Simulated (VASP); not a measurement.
## SnO2 (Cassiterite): structure and properties in VASP

Wanted: the relaxed cell of SnO2 (Cassiterite) and its properties. The steps: first try, full relaxation (r2SCAN), second relaxation, density, ELF and potential (r2SCAN), bands along the symmetry lines (r2SCAN), total and projected DOS (r2SCAN), zone-centre phonons (r2SCAN), volume scan with r2SCAN, fit for r2SCAN and a single point (r2SCAN), changed input. The start is a cell from a database of measured crystal structures.

Calculated with VASP 6.6.1; r2SCAN; plane waves and PAW (Sn_d, O).

### Step 1. The structure

Before any relaxation, the start is as follows. Symmetry: P4_2/mnm, No. 136, tetragonal system. The conventional cell has a = 4.738 Å, b = 4.738 Å, c = 3.187 Å, α = 90.00°, β = 90.00°, γ = 90.00°. Nearest to Sn lie 6 O at 2.05 to 2.06 Å. Nearest to O lie 3 Sn at 2.05 to 2.06 Å. Farther neighbours and most contacts between anions are not listed.

Structure file:

```
Sn O
1.0
     4.73800    0.00000    0.00000
     0.00000    4.73800    0.00000
     0.00000    0.00000    3.18650
Sn O
2 4
Direct
  0.00000 0.00000 0.00000
  0.50000 0.50000 0.50000
  0.30710 0.30710 0.00000
  0.19290 0.80710 0.50000
  0.69290 0.69290 0.00000
  0.80710 0.19290 0.50000
```

### Step 2. First try

This run is made with a changed input; what comes of it follows.

Input file INCAR:

```
SYSTEM = SnO2
PREC = Accurate
ENCUT = 520
EDIFF = 1E-06
NELM = 72
ISMEAR = 0
SIGMA = 0.05
LREAL = .FALSE.
ALGO = Normal
METAGGA = R2SCAN
LASPH = .TRUE.
NBANDS = 32
LORBIT = 11
LWAVE = .FALSE.
LCHARG = .FALSE.
KPAR = 4
IBRION = 2
NSW = 2
ISIF = 3
EDIFFG = -0.01
```

Input file POSCAR:

```
SnO2
1.0
    4.7380000000      0.0000000000      0.0000000000
    0.0000000000      4.7380000000      0.0000000000
    0.0000000000      0.0000000000      3.1865000000
Sn O
2 4
Direct
    0.0000000000      0.0000000000      0.0000000000
    0.5000000000      0.5000000000      0.5000000000
    0.3071000000      0.3071000000      0.0000000000
    0.1929000000      0.8071000000      0.5000000000
    0.6929000000      0.6929000000      0.0000000000
    0.8071000000      0.1929000000      0.5000000000
```

Input file KPOINTS:

```
Automatic mesh
0
Gamma
6 6 8
0 0 0
```

The projector-augmented-wave data sets are Sn_d and O (PBE family, release 64).

The run is started by

```
$ mpirun -np 4 vasp_std
```

What it wrote:

```text
[banner, memory and clock lines left out]
running    4 mpi-ranks, on    1 nodes
[...]
|                                                                             |
|               ----> ADVICE to this user running VASP <----                  |
|                                                                             |
|     You enforced a specific xc type in the INCAR file but a different       |
|     [... a line on the potential file left out ...]
|     I HOPE YOU KNOW WHAT YOU ARE DOING!                                     |
|                                                                             |

 LDA part: xc-table for (None), standard interpolation
 POSCAR, INCAR and KPOINTS ok, starting setup
[...]
entering main loop
       N       E                     dE             d eps       ncg     rms          rms(c)
DAV:   1     0.603790044151E+03    0.60379E+03   -0.26703E+04  3512   0.260E+03
DAV:   2    -0.546923370745E+01   -0.60926E+03   -0.58387E+03  3624   0.685E+02
DAV:   3    -0.987195024876E+02   -0.93250E+02   -0.91974E+02  3640   0.225E+02
DAV:   4    -0.103237110343E+03   -0.45176E+01   -0.44982E+01  3912   0.543E+01
[...]
DAV:  13    -0.846058557726E+02    0.25488E-04   -0.77569E-05  4608   0.978E-02    0.243E-02
DAV:  14    -0.846058476984E+02    0.80742E-05   -0.46825E-05  4128   0.547E-02    0.167E-03
DAV:  15    -0.846058486654E+02   -0.96702E-06   -0.35566E-06  3416   0.135E-02
   1 F= -.84605849E+02 E0= -.84605849E+02  d E =-.846058E+02
[...]
N       E                     dE             d eps       ncg     rms          rms(c)
DAV:   1    -0.853811096716E+02   -0.77526E+00   -0.25987E+01  4048   0.816E+01    0.619E+00
DAV:   2    -0.847374246145E+02    0.64369E+00   -0.19532E+00  4544   0.157E+01    0.231E+00
DAV:   3    -0.845968287975E+02    0.14060E+00   -0.28869E-01  4368   0.108E+01    0.666E-01
DAV:   4    -0.845805351145E+02    0.16294E-01   -0.52624E-02  4832   0.511E+00    0.160E-01
[...]
DAV:   8    -0.845804669445E+02   -0.10380E-04   -0.33119E-05  4936   0.990E-02    0.396E-03
DAV:   9    -0.845804682044E+02   -0.12599E-05   -0.50036E-06  3368   0.197E-02    0.252E-03
DAV:  10    -0.845804688653E+02   -0.66095E-06   -0.26587E-07  2192   0.646E-03
   2 F= -.84580469E+02 E0= -.84580469E+02  d E =0.253798E-01
 trial-energy change:    0.025380  1 .order    0.022171   -0.115126    0.159468
 step:   0.4024(harm=  0.4193)  dis= 0.00380  next Energy=   -84.628803 (dE=-0.230E-01)
```

Run time: 1.9 min. Hardware: 4 MPI ranks of Intel Xeon Platinum 8259CL at 2.50GHz (Skylake/Cascade Lake), shared host; peak memory 0.94 GiB; 7.7 min of CPU time.

Lines that name or quote the potential files are left out of all logs, and their timing lines are given in words.

OUTCAR, selected parts (step 2):

```text
 k-point     1 :       0.0000    0.0000    0.0000
  band No.  band energies     occupation
    ...
     22       3.9225      2.00000
     23       3.9225      2.00000
     24       4.4325      2.00000
     25       4.4325      2.00000
     26       5.1734      2.00000
     27       6.5233      0.00000
     28      11.6197      0.00000
     29      11.9609      0.00000
     30      11.9609      0.00000
     31      16.0949      0.00000
    ...

  Total       -2.4616724     -2.4616724     -3.8800807      0.0000000      0.0000000      0.0000000
  in kB      -52.5569320    -52.5569320    -82.8400797      0.0000000      0.0000000      0.0000000
  external PRESSURE =     -62.6513146 kB  Pullay stress =       0.0000000 kB

 POSITION                                       TOTAL-FORCE (eV/Angst)
 -----------------------------------------------------------------------------------
      0.00000      0.00000      3.25179         0.000000      0.000000     -0.000000
      2.40195      2.40195      1.62589         0.000000      0.000000     -0.000000
      1.46570      1.46570      0.00000         0.152054      0.152054     -0.000000
      0.93625      3.86766      1.62589        -0.152054      0.152054     -0.000000
      3.33820      3.33820      3.25179        -0.152054     -0.152054      0.000000
      3.86766      0.93625      1.62589         0.152054     -0.152054     -0.000000
 -----------------------------------------------------------------------------------
    total drift:                               -0.000000      0.000000      0.000000

  FREE ENERGIE OF THE ION-ELECTRON SYSTEM (eV)
  ---------------------------------------------------
  free  energy   TOTEN  =       -84.5804688653 eV

  energy  without entropy=      -84.5804688653  energy(sigma->0) =      -84.58046887

[... 19 further parts left out ...]
[key lines of the parts left out:]
E-fermi :   5.4666
```

CONTCAR:

```
SnO2
   1.00000000000000
     4.8039049817281709    0.0000000000000000    0.0000000000000000
    -0.0000000000000000    4.8039049817281709    0.0000000000000000
     0.0000000000000000    0.0000000000000000    3.2517864797346179
  Sn              O
     2     4
Direct
     0.0000000000000000    0.0000000000000000    1.0000000000000000
     0.5000000000000000    0.5000000000000000    0.5000000000000000
     0.3051067342376965    0.3051067342376965    0.0000000000000000
     0.1948932657623035    0.8051067342376965    0.5000000000000000
     0.6948932657623035    0.6948932657623035    1.0000000000000000
     0.8051067342376965    0.1948932657623035    0.5000000000000000
```

The relaxation used up its NSW steps before forces and stress met EDIFFG.

The fault in the input: too few ionic steps (NSW = "2"). Raise NSW.

### Step 3. Full relaxation (r2SCAN)

Properties are meant for the cell that this level of theory prefers, so cell and atoms are relaxed first (ISIF = 3) until forces and stress are small; EDIFFG sets the threshold.

INCAR, as its differences from that of step 2:

```diff
@@ -4,3 +4,3 @@
 EDIFF = 1E-06
-NELM = 72
+NELM = 100
 ISMEAR = 0
@@ -17,3 +17,3 @@
 IBRION = 2
-NSW = 2
+NSW = 60
 ISIF = 3
```

POSCAR is that of step 2.

KPOINTS is that of step 2.

The run is started by

```
$ mpirun -np 4 vasp_std
```

What it wrote:

```text
[banner, memory and clock lines left out]
running    4 mpi-ranks, on    1 nodes
 distrk:  each k-point on    1 cores,    4 groups
 distr:  one band on    1 cores,    1 groups

 POSCAR found type information on POSCAR SnO
 POSCAR found :  2 types and       6 ions
 [... a notice as in an earlier step ...]

 LDA part: xc-table for (None), standard interpolation
 POSCAR, INCAR and KPOINTS ok, starting setup
 FFT: planning ... GRIDC
 FFT: planning ... GRID_SOFT
 FFT: planning ... GRID
 WAVECAR not read
 entering main loop
       N       E                     dE             d eps       ncg     rms          rms(c)
[... 15 cycles as in an earlier step ...]
   1 F= -.84605849E+02 E0= -.84605849E+02  d E =-.846058E+02
 curvature:   0.00 expect dE= 0.000E+00 dE for cont linesearch  0.000E+00
 trial: gam= 0.00000 g(F)=  0.148E-01 g(S)=  0.100E+00 ort = 0.000E+00 (trialstep = 0.100E+01)
 search vector abs. value=  0.115E+00
 bond charge predicted
       N       E                     dE             d eps       ncg     rms          rms(c)
[... 10 cycles as in an earlier step ...]
   2 F= -.84580469E+02 E0= -.84580469E+02  d E =0.253798E-01
[...]
3 F= -.84628688E+02 E0= -.84628688E+02  d E =-.228391E-01
[...]
4 F= -.84628687E+02 E0= -.84628687E+02  d E =-.228378E-01
 curvature:  -0.20 expect dE=-0.171E-03 dE for cont linesearch -0.278E-05
 ZBRENT: accuracy reached
 trial: gam=-0.00356 g(F)=  0.704E-03 g(S)=  0.158E-03 ort = 0.127E-02 (trialstep = 0.879E+00)
 search vector abs. value=  0.854E-03
 bond charge predicted
       N       E                     dE             d eps       ncg     rms          rms(c)
DAV:   1    -0.846292414961E+02   -0.55533E-03   -0.14735E-01  3200   0.271E+00    0.150E-01
DAV:   2    -0.846292111468E+02    0.30349E-04   -0.38005E-03  4080   0.479E-01    0.747E-02
DAV:   3    -0.846291337408E+02    0.77406E-04   -0.12893E-04  4368   0.161E-01    0.316E-02
DAV:   4    -0.846291223246E+02    0.11416E-04   -0.29991E-05  5056   0.972E-02    0.589E-03
DAV:   5    -0.846291252285E+02   -0.29039E-05   -0.93412E-06  3432   0.262E-02    0.299E-03
DAV:   6    -0.846291266954E+02   -0.14669E-05   -0.29007E-07  2120   0.775E-03    0.115E-03
DAV:   7    -0.846291269041E+02   -0.20869E-06   -0.13231E-07  1896   0.529E-03
   5 F= -.84629127E+02 E0= -.84629127E+02  d E =-.440392E-03
 trial-energy change:   -0.000440  1 .order   -0.000437   -0.000754   -0.000120
 step:   1.0461(harm=  1.0461)  dis= 0.00212  next Energy=   -84.629135 (dE=-0.449E-03)
 reached required accuracy - stopping structural energy minimisation
```

It took 3.7 min on 4 MPI ranks; peak memory 0.94 GiB.

Parts of OUTCAR (step 3):

```text
 Found     50 irreducible k-points:

   NELECT =      52.0000    total number of electrons

 E-fermi :   5.8199

 k-point     1 :       0.0000    0.0000    0.0000
  band No.  band energies     occupation
    ...
     22       4.2816      2.00000
     23       4.2816      2.00000
     24       4.7346      2.00000
     25       4.7346      2.00000
     26       5.5052      2.00000
     27       7.2391      0.00000
     28      12.2581      0.00000
     29      12.5169      0.00000
     30      12.5169      0.00000
     31      16.5908      0.00000
    ...

 k-point     2 :       0.1667    0.0000    0.0000
  band No.  band energies     occupation
    ...
     22       4.2317      2.00000
     23       4.2896      2.00000
     24       4.3087      2.00000
     25       4.7537      2.00000
     26       5.3707      2.00000
     27       7.9018      0.00000
     28      12.0170      0.00000
     29      12.6343      0.00000
     30      12.7660      0.00000
     31      16.8795      0.00000
    ...

  Total        0.0371683      0.0371683     -0.0288193      0.0000000      0.0000000      0.0000000
  in kB        0.8174019      0.8174019     -0.6337917      0.0000000      0.0000000      0.0000000
  external PRESSURE =       0.3336707 kB  Pullay stress =       0.0000000 kB

  energy-cutoff  :      520.00
  volume of cell :       72.85
      direct lattice vectors                 reciprocal lattice vectors
     4.764743569  0.000000000  0.000000000     0.209874883  0.000000000  0.000000000
    -0.000000000  4.764743569  0.000000000    -0.000000000  0.209874883  0.000000000
     0.000000000  0.000000000  3.208993606     0.000000000  0.000000000  0.311624180

 POSITION                                       TOTAL-FORCE (eV/Angst)
 -----------------------------------------------------------------------------------
      4.76474      0.00000      3.20899         0.000000      0.000000      0.000000
      2.38237      2.38237      1.60450         0.000000      0.000000      0.000000
      1.45765      1.45765      0.00000        -0.005582     -0.005582      0.000000
      0.92472      3.84002      1.60450         0.005582     -0.005582      0.000000
      3.30710      3.30710      3.20899         0.005582      0.005582      0.000000
      3.84002      0.92472      1.60450        -0.005582      0.005582      0.000000
 -----------------------------------------------------------------------------------
    total drift:                                0.000000      0.000000      0.000000

  FREE ENERGIE OF THE ION-ELECTRON SYSTEM (eV)
  ---------------------------------------------------
  free  energy   TOTEN  =       -84.6291269041 eV

  energy  without entropy=      -84.6291269041  energy(sigma->0) =      -84.62912690

 reached required accuracy - stopping structural energy minimisation

 total charge
# of ion       s       p       d       tot
------------------------------------------
    1        0.832   1.097  10.375  12.304
    2        0.832   1.097  10.375  12.304
    3        1.563   3.535   0.000   5.098
    4        1.563   3.535   0.000   5.098
    5        1.563   3.535   0.000   5.098
    6        1.563   3.535   0.000   5.098
--------------------------------------------------
tot          7.916  16.336  20.749  45.001

[... 8 parts as in an earlier step ...]

[... 5 further parts left out ...]
```

CONTCAR:

```
SnO2
   1.00000000000000
     4.7647435690758524    0.0000000000000000    0.0000000000000000
    -0.0000000000000000    4.7647435690758524    0.0000000000000000
     0.0000000000000000    0.0000000000000000    3.2089936057642787
  Sn              O
     2     4
Direct
     1.0000000000000000    0.0000000000000000    1.0000000000000000
     0.5000000000000000    0.5000000000000000    0.5000000000000000
     0.3059235932302498    0.3059235932302498    0.0000000000000000
     0.1940764067697502    0.8059235932302498    0.5000000000000000
     0.6940764067697502    0.6940764067697502    1.0000000000000000
     0.8059235932302498    0.1940764067697502    0.5000000000000000
```

The gap is read on the k-mesh alone, so it is an upper bound where the band edges lie off the mesh. The PAW data sets were made with PBE, which is usual practice but a small mismatch for other functionals. The run keeps the 16 symmetry operations of its start, so it cannot find a distortion of lower symmetry.

Step by step:

```
step  energy less that of the first step (eV)  largest force (eV/Å)  pressure (GPa)  volume (Å³)
   1                                   0.0000                0.2768            4.49        71.53
   2                                   0.0254                0.2150           -6.27        75.04
   3                                  -0.0228                0.0564           -0.18        72.93
   4                                  -0.0228                0.0604           -0.06        72.90
   5                                  -0.0233                0.0079            0.03        72.85
```

```
conventional cell, symmetrised  before  after  change
                         a (Å)   4.738  4.765  +0.6 %
                         b (Å)   4.738  4.765  +0.6 %
                         c (Å)   3.187  3.209  +0.7 %
              volume (Å³/atom)   11.92  12.14  +1.8 %
```

The relaxed structure:

```
Sn O
1.0
     4.76474    0.00000    0.00000
     0.00000    4.76474    0.00000
     0.00000    0.00000    3.20899
Sn O
2 4
Direct
  0.00000 0.00000 0.00000
  0.50000 0.50000 0.50000
  0.30592 0.30592 0.00000
  0.19408 0.80592 0.50000
  0.69408 0.69408 0.00000
  0.80592 0.19408 0.50000
```

This step gave:

```
electrons                       : 52
bands                           : 32
irreducible k-points            : 50
symmetry operations             : 16
free energy (TOTEN)             : -84.6291 eV
Fermi energy                    : 5.820 eV
pressure                        : 0.03337 GPa
metallic                        : no
valence top at k                : 0, 0, 0
conduction bottom at k          : 0, 0, 0
least direct gap at k           : 0, 0, 0
SCF cycles over all ionic steps : 45
gap on the k-mesh               : 1.734 eV
least direct gap on the k-mesh  : 1.734 eV
```

It ends with a largest force of 0.008 eV/Å and a pressure of 0.03 GPa. The volume lies +1.8 % from that of the database's start.

[end of part 1 of 6]

[Lines on the potential files, build, host, timing and source positions are cut from VASP's logs without a mark.]

[Logs are printed without paths, hosts, clocks, repeated set-up lines and the standing remarks that a program may print on its own settings, such as how far it seeks lower states.]

[Hosts, paths, dates, database ids (printed as entryN), source tags and the programs' standing remarks are cut or masked in the printed files.]

[Measured values are set beside computed ones only where the two were judged alike; some that the calculation misses by far are left out.]

[In band tables of VASP the shares of atoms and orbitals are scaled to a sum of 1 inside the atoms' spheres.]
